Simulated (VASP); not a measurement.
OSZICAR of a VASP run on PbO2 (rutile):

File OSZICAR:
```
       N       E                     dE             d eps       ncg     rms          rms(c)
DAV:   1     0.585036358037E+03    0.58504E+03   -0.26810E+04  1488   0.207E+03
DAV:   2    -0.652993320690E+02   -0.65034E+03   -0.62744E+03  1635   0.562E+02
DAV:   3    -0.157961080713E+03   -0.92662E+02   -0.91105E+02  1923   0.235E+02
DAV:   4    -0.161866552601E+03   -0.39055E+01   -0.38909E+01  1833   0.518E+01
DAV:   5    -0.162022126499E+03   -0.15557E+00   -0.15555E+00  2071   0.958E+00    0.124E+01
DAV:   6    -0.144570364142E+03    0.17452E+02   -0.19259E+01  2237   0.741E+01    0.410E+00
DAV:   7    -0.139718130848E+03    0.48522E+01   -0.23872E+00  1710   0.117E+01    0.264E+00
DAV:   8    -0.146840340808E+03   -0.71222E+01   -0.19713E+00  1861   0.112E+01    0.144E+00
DAV:   9    -0.140725075723E+03    0.61153E+01   -0.74863E-01  1488   0.744E+00    0.587E-01
DAV:  10    -0.140873690838E+03   -0.14862E+00   -0.31085E-01  1748   0.431E+00    0.342E-01
DAV:  11    -0.140854735591E+03    0.18955E-01   -0.19229E-01  1623   0.426E+00    0.190E-01
DAV:  12    -0.140786604766E+03    0.68131E-01   -0.21863E-02  2224   0.192E+00    0.615E-02
DAV:  13    -0.140851736479E+03   -0.65132E-01   -0.31411E-02  1517   0.156E+00    0.734E-02
DAV:  14    -0.140856018193E+03   -0.42817E-02   -0.13830E-03  2018   0.417E-01    0.331E-02
DAV:  15    -0.140855801205E+03    0.21699E-03   -0.18606E-04  1800   0.144E-01    0.211E-02
DAV:  16    -0.140857299615E+03   -0.14984E-02   -0.42290E-04  1530   0.202E-01    0.664E-03
DAV:  17    -0.140857558823E+03   -0.25921E-03   -0.99528E-05  1586   0.953E-02    0.509E-03
DAV:  18    -0.140857558786E+03    0.37608E-07   -0.23165E-06  1405   0.129E-02
   1 F= -.14085756E+03 E0= -.14085754E+03  d E =-.140858E+03
       N       E                     dE             d eps       ncg     rms          rms(c)
DAV:   1    -0.140981565198E+03   -0.12401E+00   -0.41631E+00  1883   0.316E+01    0.220E+00
DAV:   2    -0.140874759264E+03    0.10681E+00   -0.30252E-01  1918   0.712E+00    0.711E-01
DAV:   3    -0.140857700290E+03    0.17059E-01   -0.47408E-02  2029   0.461E+00    0.160E-01
DAV:   4    -0.140856884239E+03    0.81605E-03   -0.10033E-02  2166   0.178E+00    0.625E-02
DAV:   5    -0.140857834478E+03   -0.95024E-03   -0.96623E-04  1693   0.279E-01    0.566E-02
DAV:   6    -0.140856044838E+03    0.17896E-02   -0.29613E-04  1551   0.159E-01    0.357E-02
DAV:   7    -0.140858272306E+03   -0.22275E-02   -0.65923E-04  1509   0.258E-01    0.299E-02
DAV:   8    -0.140858189894E+03    0.82412E-04   -0.67600E-05  1666   0.722E-02    0.158E-02
DAV:   9    -0.140858214805E+03   -0.24912E-04   -0.66389E-05  1900   0.945E-02    0.147E-02
DAV:  10    -0.140858286456E+03   -0.71650E-04   -0.34574E-05  1756   0.629E-02    0.497E-03
DAV:  11    -0.140858285350E+03    0.11054E-05   -0.44539E-06  1712   0.168E-02    0.619E-04
DAV:  12    -0.140858286880E+03   -0.15295E-05   -0.10349E-06   947   0.972E-03    0.483E-04
DAV:  13    -0.140858286896E+03   -0.15943E-07   -0.80939E-08   807   0.367E-03
   2 F= -.14085829E+03 E0= -.14085823E+03  d E =-.728110E-03
       N       E                     dE             d eps       ncg     rms          rms(c)
DAV:   1    -0.140887826432E+03   -0.29540E-01   -0.93421E-01  1876   0.153E+01    0.103E+00
DAV:   2    -0.140864651521E+03    0.23175E-01   -0.67028E-02  1903   0.333E+00    0.332E-01
DAV:   3    -0.140860803879E+03    0.38476E-02   -0.10208E-02  2021   0.219E+00    0.768E-02
DAV:   4    -0.140860663184E+03    0.14069E-03   -0.22839E-03  2104   0.858E-01    0.294E-02
DAV:   5    -0.140860844935E+03   -0.18175E-03   -0.22744E-04  1686   0.134E-01    0.266E-02
DAV:   6    -0.140860569364E+03    0.27557E-03   -0.53914E-05  1537   0.669E-02    0.168E-02
DAV:   7    -0.140860932656E+03   -0.36329E-03   -0.13632E-04  1502   0.116E-01    0.146E-02
DAV:   8    -0.140860914936E+03    0.17720E-04   -0.17913E-05  1628   0.377E-02    0.747E-03
DAV:   9    -0.140860917018E+03   -0.20815E-05   -0.15314E-05  1664   0.421E-02    0.790E-03
DAV:  10    -0.140860935737E+03   -0.18720E-04   -0.91396E-06  1494   0.317E-02    0.253E-03
DAV:  11    -0.140860935740E+03   -0.28131E-08   -0.93123E-07  1052   0.842E-03
   3 F= -.14086094E+03 E0= -.14086090E+03  d E =-.337695E-02
       N       E                     dE             d eps       ncg     rms          rms(c)
DAV:   1    -0.140862218439E+03   -0.12827E-02   -0.16379E-01  1488   0.310E+00    0.195E-01
DAV:   2    -0.140861776540E+03    0.44190E-03   -0.72488E-03  1875   0.779E-01    0.112E-01
DAV:   3    -0.140861459598E+03    0.31694E-03   -0.76459E-04  2263   0.364E-01    0.306E-02
DAV:   4    -0.140861466314E+03   -0.67161E-05   -0.18546E-04  2079   0.139E-01    0.112E-02
DAV:   5    -0.140861444585E+03    0.21730E-04   -0.78523E-05  1678   0.990E-02    0.600E-03
DAV:   6    -0.140861491914E+03   -0.47329E-04   -0.36426E-05  1502   0.655E-02    0.275E-03
DAV:   7    -0.140861499637E+03   -0.77231E-05   -0.77586E-06  1551   0.258E-02    0.128E-03
DAV:   8    -0.140861500757E+03   -0.11198E-05   -0.26149E-06  1289   0.177E-02    0.408E-04
DAV:   9    -0.140861502683E+03   -0.19257E-05   -0.44260E-07  1003   0.707E-03    0.313E-04
DAV:  10    -0.140861502757E+03   -0.74647E-07   -0.73251E-08   765   0.309E-03
   4 F= -.14086150E+03 E0= -.14086147E+03  d E =-.567017E-03
       N       E                     dE             d eps       ncg     rms          rms(c)
DAV:   1    -0.140862076719E+03   -0.57404E-03   -0.10115E-01  1488   0.244E+00    0.153E-01
DAV:   2    -0.140861806733E+03    0.26999E-03   -0.44838E-03  1890   0.613E-01    0.877E-02
DAV:   3    -0.140861610507E+03    0.19623E-03   -0.47178E-04  2249   0.286E-01    0.240E-02
DAV:   4    -0.140861615309E+03   -0.48028E-05   -0.11427E-04  2065   0.108E-01    0.884E-03
DAV:   5    -0.140861600327E+03    0.14982E-04   -0.48944E-05  1678   0.782E-02    0.472E-03
DAV:   6    -0.140861631408E+03   -0.31081E-04   -0.22483E-05  1516   0.515E-02    0.215E-03
DAV:   7    -0.140861635757E+03   -0.43498E-05   -0.46265E-06  1494   0.199E-02    0.100E-03
DAV:   8    -0.140861636528E+03   -0.77007E-06   -0.14936E-06  1019   0.138E-02
   5 F= -.14086164E+03 E0= -.14086160E+03  d E =-.700787E-03
```

Q: Which electronic solver shows in the log?

A: It is blocked Davidson (ALGO = Normal, or the opening steps of other solvers). The INCAR had ALGO = Normal.

Q: Can the final energy be trusted as converged?

A: The run converged. It stopped with EDIFF = 1E-6, NELM = 100, NSW = 60 and EDIFFG = -0.02 after 5 ionic steps (r2SCAN+rVV10, plane waves, VASP's PBE PAW potentials (set 64)).

The compound is PbO2 in the rutile structure. This run relaxes it. Symmetry was kept, so distortions that lower it aren't found. The start is the result of an earlier pass.
